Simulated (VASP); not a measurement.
These are TPSS meta-GGA, VASP's PBE PAW potentials (set 64) (plane waves; VASP) values and carry that method's errors.

The input files of a VASP run:

INCAR:
```
SYSTEM = TiC
PREC = Accurate
ENCUT = 520
EDIFF = 1E-6
NELM = 100
ALGO = Normal
LREAL = .FALSE.
LASPH = .TRUE.
ISMEAR = 1
SIGMA = 0.1
METAGGA = TPSS
LMIXTAU = .TRUE.
LMAXMIX = 4
LWAVE = .FALSE.
LCHARG = .FALSE.
IBRION = 2
ISIF = 3
NSW = 60
EDIFFG = -0.01
```

KPOINTS:
```
Automatic mesh
0
Gamma
13 13 13
0 0 0
```

POSCAR:
```
TiC
1.0
  0.0000000000   2.1650000000   2.1650000000
  2.1650000000   0.0000000000   2.1650000000
  2.1650000000   2.1650000000   0.0000000000
Ti C
1 1
Cartesian
  0.0000000000   0.0000000000   0.0000000000
  2.1650000000   2.1650000000   2.1650000000
```

POTCAR, in this order: Ti_sv C (PBE.64 set). Program: vasp_std.

### Question
Estimate the energy per atom (σ→0), volume per atom, band gap (on the k-mesh).

### Answer

```yaml
energy per atom (σ→0): -13.681 eV/atom
band gap (on the k-mesh): none (metal, semimetal or under 0.01 eV)
volume_per_atom: 10.17 Å^3/atom
```

File OSZICAR:
```
...
DAV:   4    -0.273628521441E+02   -0.71052E-04   -0.74624E-04  2500   0.186E-01    0.415E-02
DAV:   5    -0.273628557469E+02   -0.36029E-05   -0.24871E-05  2212   0.471E-02    0.449E-02
DAV:   6    -0.273628637529E+02   -0.80059E-05   -0.71571E-06  2068   0.298E-02    0.298E-02
DAV:   7    -0.273628903121E+02   -0.26559E-04   -0.12233E-05  2032   0.580E-02    0.127E-02
DAV:   8    -0.273628798322E+02    0.10480E-04   -0.18895E-06  1528   0.182E-02    0.975E-03
DAV:   9    -0.273628827719E+02   -0.29397E-05   -0.80951E-07  1008   0.129E-02    0.823E-03
DAV:  10    -0.273628822942E+02    0.47767E-06   -0.17438E-07  1008   0.503E-03
   3 F= -.27362882E+02 E0= -.27362832E+02  d E =-.651782E-04
```

The compound is TiC in the rock salt structure. This run relaxes it. Symmetry was kept, so distortions that lower it aren't found.
